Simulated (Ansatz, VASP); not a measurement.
# AlN: VASP beside Ansatz, part 2 of 4

One calculation is typed for both programs; each brings its own data sets. How far apart do they land? The cell is taken from a series of runs on this material, whose earlier steps may have relaxed, scaled, displaced or heated it; both programs get it as it stands.

VASP 6.6.1 and Ansatz 0.2.0.

So far: The starting structure; Ansatz: zone-centre phonons, LDA, pair 1.

## 3. VASP: zone-centre phonons, LDA, pair 1

Level of this step: LDA; plane waves and PAW (N, Al) (VASP).

The same cell, functional (in two slightly different forms) and mesh now go to VASP, with its own data sets.

Lines of VASP's logs that name or quote its potential files are left out, and so is its time.

INCAR reads:

```
SYSTEM = AlN
PREC = Accurate
ENCUT = 600
EDIFF = 1E-08
NELM = 120
ISMEAR = 0
SIGMA = 0.01
LREAL = .FALSE.
ALGO = Normal
GGA = PW92
NBANDS = 14
LORBIT = 11
LWAVE = .FALSE.
LCHARG = .FALSE.
ISIF = 2
IBRION = 8
LEPSILON = .TRUE.
LASPH = .TRUE.
GGA_COMPAT = .FALSE.
EFERMI = MIDGAP
KPAR = 2
```

POSCAR reads:

```
AlN
1.0
    2.9927758627      0.0000000000      0.0000000000
   -1.4963879314      2.5918199249      0.0000000000
    0.0000000000      0.0000000000      4.7383789583
N Al
2 2
Direct
    0.3333333334      0.6666666668      0.3826150024
    0.6666666668      0.3333333334      0.8826150024
    0.3333333334      0.6666666668      0.9973849976
    0.6666666668      0.3333333334      0.4973849976
```

KPOINTS reads:

```
Automatic mesh
0
Gamma
9 9 6
0 0 0
```

PAW data sets: N and Al (LDA family, release 64).

On the command line:

```sh
mpirun -np 2 vasp_std
```

Log:

```text
[banner, memory and clock lines left out]
running    2 mpi-ranks, on    1 nodes
 distrk:  each k-point on    1 cores,    2 groups
 distr:  one band on    1 cores,    1 groups

 POSCAR found type information on POSCAR N Al
 POSCAR found :  2 types and       4 ions
|                                                                             |
|               ----> ADVICE to this user running VASP <----                  |
|                                                                             |
|     You enforced a specific xc type in the INCAR file but a different       |
|     [... a line on the potential file left out ...]
|     I HOPE YOU KNOW WHAT YOU ARE DOING!                                     |
|                                                                             |

 LDA part: xc-table for (Slater(with rela. corr.)+PW92), standard interpolation
 POSCAR, INCAR and KPOINTS ok, starting setup
 FFT: planning ... GRIDC
 FFT: planning ... GRID_SOFT
 FFT: planning ... GRID
 WAVECAR not read
 entering main loop
       N       E                     dE             d eps       ncg     rms          rms(c)
DAV:   1     0.479949322032E+02    0.47995E+02   -0.83233E+03  1344   0.116E+03
DAV:   2    -0.347256364670E+02   -0.82721E+02   -0.75528E+02  1816   0.212E+02
DAV:   3    -0.382075917188E+02   -0.34820E+01   -0.34672E+01  1806   0.447E+01
DAV:   4    -0.382255387776E+02   -0.17947E-01   -0.17945E-01  1530   0.394E+00
DAV:   5    -0.382257076898E+02   -0.16891E-03   -0.16889E-03  1788   0.372E-01    0.133E+01
DAV:   6    -0.326661126406E+02    0.55596E+01   -0.14574E+01  1572   0.287E+01    0.478E+00
DAV:   7    -0.325879499681E+02    0.78163E-01   -0.81467E-01  1692   0.607E+00    0.298E+00
DAV:   8    -0.325329396416E+02    0.55010E-01   -0.82233E-02  1602   0.253E+00    0.417E-01
DAV:   9    -0.325277001864E+02    0.52395E-02   -0.11616E-02  1728   0.782E-01    0.205E-01
DAV:  10    -0.325278417179E+02   -0.14153E-03   -0.71373E-04  1584   0.195E-01    0.101E-01
DAV:  11    -0.325277930131E+02    0.48705E-04   -0.98807E-05  1770   0.815E-02    0.184E-02
DAV:  12    -0.325277927347E+02    0.27842E-06   -0.17183E-06  1626   0.103E-02    0.626E-03
DAV:  13    -0.325277926022E+02    0.13254E-06   -0.58073E-07  1764   0.582E-03    0.498E-04
DAV:  14    -0.325277926152E+02   -0.12991E-07   -0.25931E-08  1554   0.122E-03    0.874E-04
DAV:  15    -0.325277926158E+02   -0.60732E-09   -0.19687E-09  1104   0.354E-04
   1 F= -.32527793E+02 E0= -.32527793E+02  d E =0.000000E+00
 Linear response reoptimize wavefunctions to high precision
DAV:   1    -0.325277926153E+02    0.44520E-09   -0.93973E-10  1206   0.241E-04
DAV:   2    -0.325277926153E+02   -0.19554E-10   -0.45790E-11   978   0.584E-05
 Linear response G [H, r] |phi>, progress :
  Direction:   1
       N       E                     dE             d eps       ncg     rms
RMM:   1    -0.628911082997E+02   -0.62891E+02    0.90666E+01  3258   0.700E+01
RMM:   2    -0.542527258606E+02    0.86384E+01   -0.35406E+00  2253   0.145E+01
RMM:   3    -0.542683574820E+02   -0.15632E-01   -0.28137E-02  2445   0.129E+00
RMM:   4    -0.542684865502E+02   -0.12907E-03   -0.58691E-04  2604   0.164E-01
RMM:   5    -0.542684775370E+02    0.90132E-05   -0.20888E-05  2599   0.244E-02
RMM:   6    -0.542684770682E+02    0.46876E-06   -0.35126E-06  2692   0.485E-03
RMM:   7    -0.542684769481E+02    0.12018E-06   -0.15843E-06  2669   0.189E-03
RMM:   8    -0.542684769644E+02   -0.16292E-07   -0.13187E-06  2212   0.144E-03
RMM:   9    -0.542684769731E+02   -0.87754E-08    0.28589E-05  1855   0.137E-03
RMM:  10    -0.542684769860E+02   -0.12824E-07    0.13034E-04  1838   0.140E-03
RMM:  11    -0.542684770081E+02   -0.22163E-07    0.12065E-04  1776   0.139E-03
 Linear response G [H, r] |phi>, progress :
  Direction:   2
       N       E                     dE             d eps       ncg     rms
RMM:   1    -0.677826276279E+02   -0.67783E+02    0.85288E+00  3107   0.687E+01
RMM:   2    -0.619419164741E+02    0.58407E+01   -0.26889E+00  2221   0.128E+01
RMM:   3    -0.619604850573E+02   -0.18569E-01   -0.18631E-02  2418   0.114E+00
RMM:   4    -0.619609283810E+02   -0.44332E-03   -0.23791E-04  2565   0.145E-01
RMM:   5    -0.619609433036E+02   -0.14923E-04    0.11963E-06  2595   0.213E-02
RMM:   6    -0.619609449717E+02   -0.16681E-05   -0.57703E-06  2681   0.401E-03
RMM:   7    -0.619609448545E+02    0.11722E-06   -0.45986E-06  2640   0.139E-03
RMM:   8    -0.619609449605E+02   -0.10604E-06   -0.67708E-06  2162   0.997E-04
RMM:   9    -0.619609449387E+02    0.21750E-07   -0.80400E-06  1838   0.946E-04
RMM:  10    -0.619609448807E+02    0.58045E-07   -0.31727E-05  1819   0.950E-04
RMM:  11    -0.619609449090E+02   -0.28324E-07   -0.10817E-04  1788   0.978E-04
 Linear response G [H, r] |phi>, progress :
  Direction:   3
[...]
Linear response to external field (no local field effect), progress :
  Direction:   3
       N       E                     dE             d eps       ncg     rms          rms(c)
RMM:   1    -0.366055858526E+00   -0.36606E+00   -0.12594E+00  2738   0.279E+00
RMM:   2    -0.372351339535E+00   -0.62955E-02   -0.31918E-03  2291   0.315E-01
RMM:   3    -0.372386513102E+00   -0.35174E-04   -0.31026E-05  2353   0.288E-02
RMM:   4    -0.372386910491E+00   -0.39739E-06   -0.69470E-07  2443   0.353E-03
[...]
RMM:   1    -0.366055858526E+00   -0.36606E+00   -0.12594E+00  2738   0.279E+00
RMM:   2    -0.372351341274E+00   -0.62955E-02   -0.31918E-03  2291   0.315E-01    0.884E-01
RMM:   3    -0.362409052248E+00    0.99423E-02   -0.64273E-03  2227   0.507E-01    0.521E-01
RMM:   4    -0.373477772541E+00   -0.11069E-01   -0.88961E-03  2273   0.600E-01    0.717E-02
RMM:   5    -0.375176247862E+00   -0.16985E-02   -0.12115E-04  2362   0.828E-02    0.187E-02
RMM:   6    -0.375575296794E+00   -0.39905E-03   -0.10356E-05  2466   0.218E-02    0.516E-03
RMM:   7    -0.375651899780E+00   -0.76603E-04   -0.41518E-07  2452   0.454E-03    0.121E-03
RMM:   8    -0.375672477648E+00   -0.20578E-04   -0.31622E-08  2529   0.922E-04    0.159E-04
RMM:   9    -0.375672929757E+00   -0.45211E-06   -0.10708E-08  2202   0.199E-04    0.259E-05
RMM:  10    -0.375672771933E+00    0.15782E-06   -0.91940E-09  1574   0.990E-05    0.631E-06
 change of polarisation eV/A/(eV/A) component  3 :    -0.054    -0.033     0.706
 dielectric tensor                  component  3 :    -0.267    -0.161     4.476
 Linear response DOF=           4
 Linear response progress:
  Degree of freedom:   1/  4
       N       E                     dE             d eps       ncg     rms          rms(c)
RMM:   1    -0.236884104232E+00   -0.23688E+00    0.20096E-01 13360   0.323E+00
RMM:   2    -0.236349904973E+00    0.53420E-03   -0.33404E-03 11140   0.426E-01    0.213E-01
RMM:   3    -0.237009801472E+00   -0.65990E-03   -0.12286E-03 10390   0.228E-01    0.103E-01
RMM:   4    -0.239016030609E+00   -0.20062E-02   -0.11639E-03 10809   0.208E-01    0.220E-02
RMM:   5    -0.238993486212E+00    0.22544E-04   -0.30086E-05 12393   0.373E-02    0.247E-03
RMM:   6    -0.239039812838E+00   -0.46327E-04   -0.63215E-07 12567   0.473E-03    0.918E-04
RMM:   7    -0.239042317844E+00   -0.25050E-05   -0.10459E-07 12916   0.880E-04    0.923E-05
RMM:   8    -0.239041686580E+00    0.63126E-06    0.59195E-08 13074   0.171E-04    0.373E-05
RMM:   9    -0.239041677398E+00    0.91822E-08    0.34678E-08 13152   0.111E-04    0.303E-06
 first order change of Fermi-energy  -0.21464E-04
 force on displaced ion       1 direction 1 : -22.562  -0.000  -0.000
 Born effective charge ion    1 direction 1 :  -2.492   0.000   0.000
 Linear response progress:
  Degree of freedom:   2/  4
       N       E                     dE             d eps       ncg     rms          rms(c)
RMM:   1    -0.255443101339E+00   -0.25544E+00    0.21110E-01  3358   0.324E+00
RMM:   2    -0.253225997377E+00    0.22171E-02   -0.30336E-03  2841   0.431E-01    0.217E-01
RMM:   3    -0.253188719878E+00    0.37277E-04   -0.23299E-03  2784   0.277E-01    0.973E-02
RMM:   4    -0.254586846631E+00   -0.13981E-02   -0.11007E-03  2930   0.178E-01    0.244E-02
RMM:   5    -0.254788181403E+00   -0.20133E-03   -0.34760E-05  3021   0.344E-02    0.639E-03
RMM:   6    -0.254868457169E+00   -0.80276E-04   -0.10497E-06  3189   0.678E-03    0.248E-03
RMM:   7    -0.254861890242E+00    0.65669E-05    0.29309E-07  3016   0.248E-03    0.532E-04
RMM:   8    -0.254865207186E+00   -0.33169E-05    0.34532E-07  3282   0.632E-04    0.217E-04
RMM:   9    -0.254864520876E+00    0.68631E-06    0.35232E-08  3185   0.259E-04    0.219E-05
RMM:  10    -0.254864621959E+00   -0.10108E-06   -0.32243E-08  3334   0.815E-05    0.147E-05
RMM:  11    -0.254864639649E+00   -0.17689E-07   -0.17216E-08  3295   0.629E-05    0.353E-06
RMM:  12    -0.254864621405E+00    0.18244E-07    0.21201E-09  3181   0.604E-05    0.152E-06
RMM:  13    -0.254864619568E+00    0.18369E-08   -0.22355E-08  2583   0.566E-05    0.154E-07
 first order change of Fermi-energy   0.13349E+01
 force on displaced ion       1 direction 3 :   0.000  -0.000 -26.008
 Born effective charge ion    1 direction 3 :  -0.000   0.000  -2.678
 Linear response progress:
  Degree of freedom:   3/  4
       N       E                     dE             d eps       ncg     rms          rms(c)
RMM:   1    -0.713432709840E-02   -0.71343E-02    0.15550E-03 16117   0.802E-01
RMM:   2    -0.650870920612E-02    0.62562E-03   -0.26745E-04 11371   0.136E-01    0.106E-01
RMM:   3    -0.637319958235E-02    0.13551E-03   -0.96495E-05 11864   0.689E-02    0.560E-02
RMM:   4    -0.640701460980E-02   -0.33815E-04   -0.84045E-05 11703   0.637E-02    0.861E-03
RMM:   5    -0.641032588424E-02   -0.33113E-05   -0.45545E-07 12310   0.918E-03    0.920E-04
RMM:   6    -0.641080322635E-02   -0.47734E-06    0.15044E-07 12490   0.898E-04    0.393E-04
RMM:   7    -0.640982565875E-02    0.97757E-06   -0.48311E-08 12772   0.501E-04    0.305E-05
RMM:   8    -0.640987958415E-02   -0.53925E-07   -0.74985E-09 13012   0.735E-05    0.184E-05
RMM:   9    -0.640985290903E-02    0.26675E-07    0.70864E-09 13063   0.264E-05    0.176E-06
RMM:  10    -0.640985266526E-02    0.24377E-09   -0.13048E-09 12308   0.126E-05    0.768E-07
 first order change of Fermi-energy  -0.26996E-05
 force on displaced ion       3 direction 1 : -22.371  -0.000   0.000
 Born effective charge ion    3 direction 1 :   2.492   0.000  -0.000
 Linear response progress:
  Degree of freedom:   4/  4
       N       E                     dE             d eps       ncg     rms          rms(c)
RMM:   1    -0.189482755022E-01   -0.18948E-01    0.28151E-02  4790   0.140E+00
RMM:   2    -0.127833048098E-01    0.61650E-02   -0.17687E-03  2797   0.358E-01    0.136E-01
RMM:   3    -0.123553037545E-01    0.42800E-03   -0.65930E-04  2868   0.178E-01    0.567E-02
RMM:   4    -0.123192634228E-01    0.36040E-04   -0.18898E-04  3046   0.432E-02    0.293E-02
RMM:   5    -0.123074019009E-01    0.11862E-04   -0.16657E-04  3096   0.320E-02    0.635E-03
RMM:   6    -0.122944740349E-01    0.12928E-04   -0.34441E-05  3135   0.932E-03    0.163E-03
RMM:   7    -0.122908355975E-01    0.36384E-05   -0.38321E-06  3146   0.260E-03    0.671E-04
RMM:   8    -0.122908933743E-01   -0.57777E-07    0.17204E-06  3176   0.121E-03    0.153E-04
RMM:   9    -0.122910835747E-01   -0.19020E-06   -0.82979E-08  3275   0.216E-04    0.237E-05
RMM:  10    -0.122910735753E-01    0.99994E-08    0.13587E-07  3295   0.359E-05    0.114E-05
RMM:  11    -0.122910868012E-01   -0.13226E-07    0.55256E-08  3288   0.202E-05    0.124E-06
RMM:  12    -0.122910887693E-01   -0.19681E-08    0.38635E-08  2863   0.130E-05    0.695E-07
 first order change of Fermi-energy  -0.13349E+01
 force on displaced ion       3 direction 3 :   0.000   0.000 -27.049
 Born effective charge ion    3 direction 3 :   0.000   0.000   2.678
 Born effective charges drift removed
 Linear response finished
```

(Part 2 of 4 ends here.)

[Lines on the potential files, build, host, timing and source positions are cut from VASP's logs without a mark.]

[Logs are printed without paths, hosts, clocks, repeated set-up lines and the standing remarks that a program may print on its own settings, such as how far it seeks lower states.]

[Hosts, paths, dates, database ids (printed as entryN), source tags and the programs' standing remarks are cut or masked in the printed files.]
